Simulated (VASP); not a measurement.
Consider the following.

```
CELL_PARAMETERS angstrom
      0.00000     2.95814     2.95814
      2.95814     0.00000     2.95814
      2.95814     2.95814     0.00000
ATOMIC_POSITIONS crystal
  Cd 0.00000 0.00000 0.00000
  S  0.25000 0.25000 0.25000
```

These are optB88-vdW, VASP's PBE PAW potentials (set 64) (plane waves; VASP) values and carry that method's errors. Run with 520 eV cut-off, 9×9×9 Γ-centred mesh, tetrahedra with Blöchl corrections, potentials Cd S.

Tabulate the total density of states (states/eV per cell) against energy (eV; zero at the valence-band maximum or, without a gap, the Fermi level).

| E (eV) | DOS (states/eV) |
|---|---|
| -9.94 | 0.00 |
| -9.34 | 0.00 |
| -8.74 | 0.00 |
| -8.14 | 0.00 |
| -7.54 | 15.2 |
| -6.94 | 3.03 |
| -6.34 | 0.00 |
| -5.74 | 0.00 |
| -5.14 | 0.00 |
| -4.54 | 0.00 |
| -3.94 | 0.71 |
| -3.34 | 0.96 |
| -2.74 | 0.41 |
| -2.26 | 1.32 |
| -1.66 | 2.56 |
| -1.06 | 2.44 |
| -0.46 | 1.16 |
| 0.14 | 0.00 |
| 0.74 | 0.00 |
| 1.34 | 0.01 |
| 1.94 | 0.07 |
| 2.54 | 0.17 |
| 3.14 | 0.66 |
| 3.74 | 1.06 |
| 4.34 | 1.47 |
Within 2 eV below the valence-band maximum the largest weight inside VASP's projection spheres is S p.

The compound is CdS in the zinc blende structure, a metastable form; wurtzite is the usual one. It was relaxed first, which changed the volume by +5 %.
